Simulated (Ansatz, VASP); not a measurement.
This is a calculation of K3Pd for VASP 6.6.1.

File INCAR:

```
SYSTEM = K3Pd
PREC = Accurate
ENCUT = 520
EDIFF = 1E-6
ISMEAR = -1
SIGMA = 0.05
LREAL = .FALSE.
LASPH = .TRUE.
NELM = 100
ALGO = Fast
ISIF = 2
LWAVE = .FALSE.
LCHARG = .FALSE.
GGA = PE
NBANDS = 26
```

KPOINTS

```
regular mesh
0
G
  5 5 5
  0 0 0
```

File POSCAR:

```
K3Pd
1.0
    5.4450130000      0.0000000000      0.0000000000
    0.0000000000      5.4450130000      0.0000000000
    0.0000000000      0.0000000000      5.4450130000
Pd K
1 3
Direct
    0.0000000000      0.0000000000      0.0000000000
    0.0000000000      0.5000000000      0.5000000000
    0.5000000000      0.0000000000      0.5000000000
    0.5000000000      0.5000000000      0.0000000000
```

Potentials or basis: VASP PAW PBE potentials, release 64 (Pd, K_sv).

Run with:

```console
$ cat potpaw_PBE.64/Pd/POTCAR potpaw_PBE.64/K_sv/POTCAR > POTCAR
$ mpirun -np 1 vasp_std > vasp.out
```

Task: Set up the same calculation for Ansatz 0.2.0. Potentials there: Ansatz PAW.

Result: As run (the cutoff follows the program's own potentials):

input.yaml

```yaml
crystal:
  lattice:
    - [5.445013, 0.0, 0.0]
    - [0.0, 5.445013, 0.0]
    - [0.0, 0.0, 5.445013]
  atoms:
    - { symbol: Pd, position: [0.0, 0.0, 0.0] }
    - { symbol: K, position: [0.0, 0.5, 0.5] }
    - { symbol: K, position: [0.5, 0.0, 0.5] }
    - { symbol: K, position: [0.5, 0.5, 0.0] }
hamiltonian:
  xc: pbe
  pseudopotentials: { kind: paw }
kpoints:
  mp_grid: { grid: [5, 5, 5] }
scf:
  occupations: { method: fermi_dirac, width: 0.05 }
output:
  forces: true
  stress: true
  eigenvalues: true
```

Potentials or basis: Ansatz PAW.

Launch:

```bash
$ ansatz run input.yaml --threads 2 --pin off --max-ram 5120MiB --backend cpu --events-out ev --progress --plain --runs-dir out
```

Both were run:

|  | VASP | Ansatz | Ansatz less VASP |
| --- | --- | --- | --- |
| gap on the k mesh at the Fermi level (eV) | none | none | - |
| pressure (GPa) | 0.0 | 0.0 | +0.02 |

A gap of «none» marks a metal or a gap that the smearing closes. The two sets of potentials don't hold the same shells in valence.
